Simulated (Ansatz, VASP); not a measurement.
**Cross-check of Al21ZnGa16O57 (partly crystallised 42Ga2O3-58Al2O3 (mol %)) between VASP and Ansatz**

Wanted: the spread between two codes on one cell, functional and k mesh. The structure shown is the start of the Ansatz relaxation below; VASP solves that cell, so the two are compared at the walk's first step.

Calculated with Ansatz 0.2.0; plane waves, with VASP 6.6.1 beside it; single point at PBEsol.

### 1. Set-up

The cell holds 95 atoms: 16 Ga, 21 Al, 1 Zn and 57 O. Its edges and angles: a = 9.820 Å, b = 9.820 Å, c = 9.820 Å, α = 90.0°, β = 90.0°, γ = 90.0°. It derives from Al22Ga16O57 (partly crystallised 42Ga2O3-58Al2O3 (mol %)). As first built, before any earlier steps moved the atoms (in the runner's words): 95 atoms (16 Fe, 22 Al, 57 O) placed at random at 3.62 g/cm^3, melted at 5000 K for 10 ps at fixed volume with the Morse and Coulomb pair potential with partial charges (Pedone, Malavasi, Menziani, Cormack and Segre, J. Phys. Chem. B 110, 11780 (2006)). Quenched from 5000 K to 300 K at 100 K/ps and fixed volume, held 10 ps at zero pressure, then minimised at fixed cell. Then Fe was replaced by Ga and the cell scaled by 1.006 (the potential has no terms for the new elements, so the cell is a start for a DFT relaxation). Nearest the centre at fractional (0.888, 0.012, 0.441): Zn38 at 0.00 Å, O45 at 1.74 Å, O71 at 1.74 Å, O79 at 1.75 Å, O74 at 1.76 Å, Al37 at 2.59 Å, Ga14 at 2.82 Å, Al26 at 2.92 Å.

### 2. Ansatz: relaxation, PBEsol

Ansatz runs on its default PAW (the set named soft_2) files.

The two programs are compared at the cell with which this relaxation starts, whose forces are those of its first step.

Contents of input.yaml:

```yaml
crystal:
  lattice:
    - [9.81985, 0.0, 0.0]
    - [0.0, 9.81985, 0.0]
    - [0.0, 0.0, 9.81985]
  atoms:
    - { symbol: Ga, position: [0.43976, 0.92168, 0.69022] }
    - { symbol: Ga, position: [0.22215, 0.69658, 0.73919] }
    - { symbol: Ga, position: [0.7136, 0.04271, 0.88252] }
[... 1 atom line left out ...]
    - { symbol: Ga, position: [0.02709, 0.45932, 0.30922] }
    - { symbol: Ga, position: [0.5794, 0.98356, 0.40755] }
    - { symbol: Ga, position: [0.96465, 0.06171, 0.11771] }
    - { symbol: Ga, position: [0.27833, 0.03665, 0.21923] }
[... 3 atom lines left out ...]
    - { symbol: Ga, position: [0.77688, 0.70115, 0.37588] }
[... 1 atom line left out ...]
    - { symbol: Ga, position: [0.02982, 0.23551, 0.55236] }
    - { symbol: Ga, position: [0.93403, 0.28415, 0.81808] }
    - { symbol: Ga, position: [0.94064, 0.80523, 0.84253] }
    - { symbol: Al, position: [0.13659, 0.02465, 0.80336] }
    - { symbol: Al, position: [0.72984, 0.80655, 0.6339] }
[... 1 atom line left out ...]
    - { symbol: Al, position: [0.6783, 0.26716, 0.60134] }
[... 2 atom lines left out ...]
    - { symbol: Al, position: [0.06336, 0.7817, 0.27196] }
[... 2 atom lines left out ...]
    - { symbol: Al, position: [0.95912, 0.55067, 0.59894] }
    - { symbol: Al, position: [0.15278, 0.92393, 0.54202] }
[... 6 atom lines left out ...]
    - { symbol: Al, position: [0.296, 0.56318, 0.1663] }
[... 2 atom lines left out ...]
    - { symbol: Al, position: [0.47139, 0.78175, 0.93135] }
    - { symbol: Al, position: [0.78932, 0.23882, 0.34842] }
    - { symbol: O, position: [0.09734, 0.86067, 0.6984] }
[... 1 atom line left out ...]
    - { symbol: O, position: [0.93021, 0.37998, 0.64519] }
[... 3 atom lines left out ...]
    - { symbol: O, position: [0.84435, 0.84916, 0.4941], spin: 0.6 }
    - { symbol: O, position: [0.21945, 0.29686, 0.58097] }
[... 1 atom line left out ...]
    - { symbol: O, position: [0.89207, 0.77581, 0.23171] }
[... 2 atom lines left out ...]
    - { symbol: O, position: [0.73951, 0.30726, 0.18624] }
[... 1 atom line left out ...]
    - { symbol: O, position: [0.86117, 0.66383, 0.70742] }
[... 2 atom lines left out ...]
    - { symbol: O, position: [0.1617, 0.19824, 0.16459] }
    - { symbol: O, position: [0.29033, 0.02165, 0.62089] }
[... 2 atom lines left out ...]
    - { symbol: O, position: [0.10902, 0.942, 0.19749] }
[... 3 atom lines left out ...]
    - { symbol: O, position: [0.65194, 0.66696, 0.53027] }
[... 5 atom lines left out ...]
    - { symbol: O, position: [0.69592, 0.37045, 0.45254] }
    - { symbol: O, position: [0.86972, 0.07898, 0.27773], spin: 0.6 }
[... 2 atom lines left out ...]
    - { symbol: O, position: [0.80053, 0.14775, 0.51991], spin: 0.6 }
    - { symbol: O, position: [0.59525, 0.92942, 0.58546] }
[... 1 atom line left out ...]
    - { symbol: O, position: [0.94368, 0.59309, 0.42292] }
    - { symbol: O, position: [0.61666, 0.13807, 0.32305] }
    - { symbol: O, position: [0.05901, 0.05212, 0.47258], spin: 0.6 }
[... 3 atom lines left out ...]
    - { symbol: O, position: [0.7409, 0.21297, 0.77618] }
    - { symbol: O, position: [0.51113, 0.19936, 0.59619] }
[... 1 atom line left out ...]
    - { symbol: O, position: [0.31626, 0.16418, 0.3643] }
[... 2 atom lines left out ...]
    - { symbol: O, position: [0.16887, 0.78961, 0.42158] }
    - { symbol: O, position: [0.80655, 0.97502, 0.03561] }
[... 1 atom line left out ...]
    - { symbol: O, position: [0.7981, 0.91128, 0.77017] }
    - { symbol: O, position: [0.96716, 0.30359, 0.38325] }
    - { symbol: O, position: [0.02669, 0.14158, 0.72295] }
    - { symbol: O, position: [0.65098, 0.84819, 0.28922] }
magnetization:
  spin_polarized: true
kpoints:
  mp_grid: { grid: [1, 1, 1] }
hamiltonian:
  xc: pbesol
scf:
  occupations: { method: fermi_dirac, width: 0.025 }
  lower_state_search: "off"
output:
  forces: true
  eigenvalues: true
relax:
  f_tol: 0.05
  max_steps: 90
```

Launch:

```
$ ansatz run input.yaml --threads 4 --pin off --max-ram 8192MiB --backend cpu --events-out ev --progress --plain --runs-dir out
```

Numbers of over 12 decimals in the logs are rounded to 6 here.

Output:

```text
Engine: ansatz 0.2.0, aarch64-unknown-linux-gnu
Pseudopotentials: kind: paw
Pseudopotential: Ga, paw, valence charge 13, recommended cutoff 420 eV (normal), Ga.paw.azcp
Pseudopotential: Al, paw, valence charge 3, recommended cutoff 420 eV (normal), Al.paw.azcp
Pseudopotential: Zn, paw, valence charge 12, recommended cutoff 420 eV (normal), Zn.paw.azcp
Pseudopotential: O, paw, valence charge 6, recommended cutoff 420 eV (normal), O.paw.azcp
Functional definition: PBEsol
  exchange = pbesol_x
  correlation = pbesol_c
Crystal: 95 atoms, lattice volume = 946.923 Å³
Basis set: ecut = 420 eV, 18613 PW (Γ), exchange–correlation on 144×144×144 points (8 copies of the dense FFT grid, shifted against one another)
Bands: 409, of which v1, the nominal top of the filled ones, is band 313 counted from 1 (312 counted from 0)
Symmetry: 1 space group operations
Space group: P1 (ITA 1), of the structure as read, at distance tolerance 9.8e-5 Å
Magnetic group: BNS 1.1 (UNI 1), of the structure as read, at distance tolerance 9.8e-5 Å
k-points: 1
Non-local potential: Ga, projectors of the file, l = 0: 2, l = 1: 2, l = 2: 3, l = 3: 1
Non-local potential: Al, projectors of the file, l = 0: 2, l = 1: 2, l = 2: 1
Non-local potential: Zn, projectors of the file, l = 0: 2, l = 1: 2, l = 2: 3, l = 3: 1
Non-local potential: O, projectors of the file, l = 0: 2, l = 1: 2, l = 2: 1
PAW form: soft (Blöchl's): semilocal exchange-correlation on the pseudo side does not see the compensation charge
PAW frozen core: Ga, regenerated for the run's functional, and the local potential with it (the file was generated under x = pbe(κ = 0.804, μ = 0.219515), c = pbe(β = 0.066725))
PAW frozen core: Al, regenerated for the run's functional, and the local potential with it (the file was generated under x = pbe(κ = 0.804, μ = 0.219515), c = pbe(β = 0.066725))
PAW frozen core: Zn, regenerated for the run's functional, and the local potential with it (the file was generated under x = pbe(κ = 0.804, μ = 0.219515), c = pbe(β = 0.066725))
PAW frozen core: O, regenerated for the run's functional, and the local potential with it (the file was generated under x = pbe(κ = 0.804, μ = 0.219515), c = pbe(β = 0.066725))
PAW one-centre angular grid: Ga, 590 points (default); XC on 64 Gauss nodes
PAW one-centre angular grid: Al, 110 points (default); XC on 64 Gauss nodes
PAW one-centre angular grid: Zn, 590 points (default); XC on 64 Gauss nodes
PAW one-centre angular grid: O, 110 points (default); XC on 64 Gauss nodes
Initial density: superposition of atomic densities (chi_scale 0.1, normalization cell, long waves kept (reshape's long-wave potential 0.89 eV rms))
Starting moments: Σ|m| = 3 μB on 5 of 95 sites
Initial wavefunctions: pseudopotential atomic-orbital guess
Functional: x = pbesol(κ = 0.804, μ = 0.123457), c = pbesol(β = 0.046)
SCF iter   1: F=—  HF=-106270.678151 eV  |F-HF|=—  |Δ(HF+E_count)|=         —  Δρ=6.32e-2 (↑5.58e-2 ↓6.32e-2)  dr2=1.08e2  dr2_m=1.72e0  M=0.034 μB ∫|m|=0.517 μB  β_m=0.30  ethr=3.10e-3  ⟨swp⟩=6.0  Hψ=3255  notcnv=0  defer=31
preconditioner: auto → Kerker (q_TF=auto, 2.546 Å⁻¹)  [metal: Δε(μ)=0.003 eV  Ē_g=18.578 eV  σ=0.025 eV  W_gap=0.03  n_scr=250 (ndim 8)  ℏωp=30.2 eV  f_vac=0.000  D(μ)=19.98/eV (n_scr^D=122)]
spin=Collinear: Kerker preconditioning applied to the charge; magnetization (m = ρ↑ − ρ↓) channel mixes plain (no charge-response kernel on spin).
SCF iter   2: F=—  HF=-106252.397867 eV  |F-HF|=—  |Δ(HF+E_count)|=    1.83e1  Δρ=4.08e-2 (↑3.66e-2 ↓4.08e-2)  dr2=5.42e1  dr2_m=8.78e-1  M=0.147 μB ∫|m|=0.512 μB  β_m=0.30  ethr=3.10e-3  ⟨swp⟩=2.0  Hψ=1476  notcnv=0  defer=182
SCF iter   3: F=—  HF=-106238.829178 eV  |F-HF|=—  |Δ(HF+E_count)|=    1.36e1  Δρ=1.81e-2 (↑1.76e-2 ↓1.81e-2)  dr2=1.34e1  dr2_m=2.67e-1  M=0.993 μB ∫|m|=1.147 μB  β_m=0.30  ethr=3.10e-3  ⟨swp⟩=3.0  Hψ=1276  notcnv=0  defer=182
SCF iter   4: F=—  HF=-106236.637936 eV  |F-HF|=—  |Δ(HF+E_count)|=    2.19e0  Δρ=1.47e-2 (↑9.86e-3 ↓1.47e-2)  dr2=1.37e1  dr2_m=3.72e-1  M=0.339 μB ∫|m|=0.588 μB  β_m=0.30  ethr=2.14e-3  ⟨swp⟩=3.0  Hψ=1299  notcnv=0  defer=180
SCF iter   5: F=—  HF=-106235.494310 eV  |F-HF|=—  |Δ(HF+E_count)|=    1.14e0  Δρ=8.85e-3 (↑6.04e-3 ↓8.85e-3)  dr2=6.57e0  dr2_m=1.29e-1  M=0.881 μB ∫|m|=1.005 μB  β_m=0.30  ethr=2.14e-3  ⟨swp⟩=2.0  Hψ=650  notcnv=0  defer=180
SCF iter   6: F=—  HF=-106235.209718 eV  |F-HF|=—  |Δ(HF+E_count)|=   2.85e-1  Δρ=6.19e-3 (↑6.19e-3 ↓6.15e-3)  dr2=3.01e0  dr2_m=3.33e-2  M=0.993 μB ∫|m|=1.088 μB  β_m=0.30  ethr=1.05e-3  ⟨swp⟩=2.0  Hψ=954  notcnv=0  defer=180
SCF iter   7: F=—  HF=-106234.744545 eV  |F-HF|=—  |Δ(HF+E_count)|=   4.65e-1  Δρ=4.60e-3 (↑3.25e-3 ↓4.60e-3)  dr2=1.28e0  dr2_m=6.40e-2  M=0.994 μB ∫|m|=1.100 μB  β_m=0.30  ethr=4.82e-4  ⟨swp⟩=5.0  Hψ=1174  notcnv=0  defer=180
[...]
--- Relaxed structure (10 steps of the walk, 7 accepted, 0 SCFs on fresh bases) ---
  F+E_penalty+E_count = -106235.57176567 eV   max|allowed force component| = 3.587e-2 eV/Å
  atoms:
    - { symbol: Ga, position: [0.438747, 0.924101, 0.690261] }
    - { symbol: Ga, position: [0.222108, 0.697870, 0.739485] }
    - { symbol: Ga, position: [0.714544, 0.042448, 0.883800] }
    - { symbol: Ga, position: [0.196534, 0.812409, 0.019287] }
    - { symbol: Ga, position: [0.029435, 0.459525, 0.305115] }
    - { symbol: Ga, position: [0.580244, 0.986006, 0.412279] }
    - { symbol: Ga, position: [0.976704, 0.060550, 0.106994] }
    - { symbol: Ga, position: [0.280131, 0.036737, 0.221475] }
    - { symbol: Ga, position: [0.558763, 0.479704, 0.369305] }
    - { symbol: Ga, position: [0.727435, 0.586408, 0.844786] }
    - { symbol: Ga, position: [0.757044, 0.479327, 0.114426] }
    - { symbol: Ga, position: [0.777727, 0.698621, 0.379105] }
    - { symbol: Ga, position: [0.00796458, 0.525190, 0.965461] }
    - { symbol: Ga, position: [0.015745, 0.224424, 0.547184] }
    - { symbol: Ga, position: [0.935141, 0.283280, 0.813908] }
    - { symbol: Ga, position: [0.941849, 0.804201, 0.841909] }
    - { symbol: Al, position: [0.140178, 0.024686, 0.800531] }
    - { symbol: Al, position: [0.725929, 0.800511, 0.638268] }
    - { symbol: Al, position: [0.631760, 0.330147, 0.872131] }
    - { symbol: Al, position: [0.675015, 0.269166, 0.601711] }
    - { symbol: Al, position: [0.157782, 0.263457, 0.990364] }
    - { symbol: Al, position: [0.404964, 0.469471, 0.929752] }
    - { symbol: Al, position: [0.065255, 0.783443, 0.273167] }
    - { symbol: Zn, position: [0.879927, -0.00350229, 0.430307] }
    - { symbol: Al, position: [0.346187, 0.744822, 0.428632] }
    - { symbol: Al, position: [0.958381, 0.549171, 0.598949] }
    - { symbol: Al, position: [0.144917, 0.925348, 0.541111] }
    - { symbol: Al, position: [0.575875, 0.227264, 0.172009] }
    - { symbol: Al, position: [0.432673, 0.138898, 0.940088] }
    - { symbol: Al, position: [0.275024, 0.456325, 0.611466] }
    - { symbol: Al, position: [0.301425, 0.298942, 0.233444] }
    - { symbol: Al, position: [0.520698, 0.587584, 0.648311] }
    - { symbol: Al, position: [0.492221, 0.808856, 0.208376] }
    - { symbol: Al, position: [0.297999, 0.564083, 0.166878] }
    - { symbol: Al, position: [0.765634, 0.816873, 0.112534] }
    - { symbol: Al, position: [0.343376, 0.178084, 0.538303] }
    - { symbol: Al, position: [0.472614, 0.783373, 0.932807] }
    - { symbol: Al, position: [0.786613, 0.245296, 0.350478] }
    - { symbol: O, position: [0.094984, 0.860001, 0.699352] }
    - { symbol: O, position: [0.101422, 0.391369, 0.870301] }
    - { symbol: O, position: [0.929212, 0.377972, 0.642056] }
    - { symbol: O, position: [0.595372, 0.791157, 0.059313] }
    - { symbol: O, position: [0.061071, 0.931079, 0.942525] }
    - { symbol: O, position: [0.379982, 0.634912, 0.010023] }
    - { symbol: O, position: [0.848210, 0.828722, 0.504701] }
    - { symbol: O, position: [0.214154, 0.295547, 0.580255] }
    - { symbol: O, position: [0.316733, 0.831191, 0.843191] }
    - { symbol: O, position: [0.893679, 0.777908, 0.235086] }
    - { symbol: O, position: [0.447816, 0.304421, 0.862709] }
    - { symbol: O, position: [0.516829, 0.986593, 0.859071] }
    - { symbol: O, position: [0.737248, 0.313075, 0.187264] }
    - { symbol: O, position: [0.282879, 0.405435, 0.057635] }
    - { symbol: O, position: [0.859609, 0.658250, 0.711424] }
    - { symbol: O, position: [0.407931, 0.907513, 0.357406] }
    - { symbol: O, position: [0.422025, 0.505480, 0.510852] }
    - { symbol: O, position: [0.162657, 0.197429, 0.161250] }
    - { symbol: O, position: [0.285681, 0.021022, 0.624385] }
    - { symbol: O, position: [0.138824, 0.575401, 0.617327] }
    - { symbol: O, position: [0.472514, 0.374282, 0.238176] }
    - { symbol: O, position: [0.111296, 0.942083, 0.196580] }
    - { symbol: O, position: [0.358172, 0.536515, 0.759305] }
    - { symbol: O, position: [0.581204, 0.710612, 0.786223] }
[...]
- { symbol: O, position: [0.252796, 0.126781, 0.899739] }
    - { symbol: O, position: [0.169311, 0.789225, 0.423159] }
    - { symbol: O, position: [0.808992, 0.976713, 0.040327] }
    - { symbol: O, position: [0.831670, 0.696858, 0.976385] }
    - { symbol: O, position: [0.795870, 0.907362, 0.774654] }
    - { symbol: O, position: [0.965202, 0.303360, 0.375823] }
    - { symbol: O, position: [0.025057, 0.137227, 0.721719] }
    - { symbol: O, position: [0.653430, 0.850887, 0.292518] }
```

(Part 1 of 2 ends here.)

[Lines on the potential files, build, host, timing and source positions are cut from VASP's logs without a mark.]

[Logs are printed without paths, hosts, clocks, repeated set-up lines and the standing remarks that a program may print on its own settings, such as how far it seeks lower states.]

[Hosts, paths, dates, database ids (printed as entryN), source tags and the programs' standing remarks are cut or masked in the printed files.]
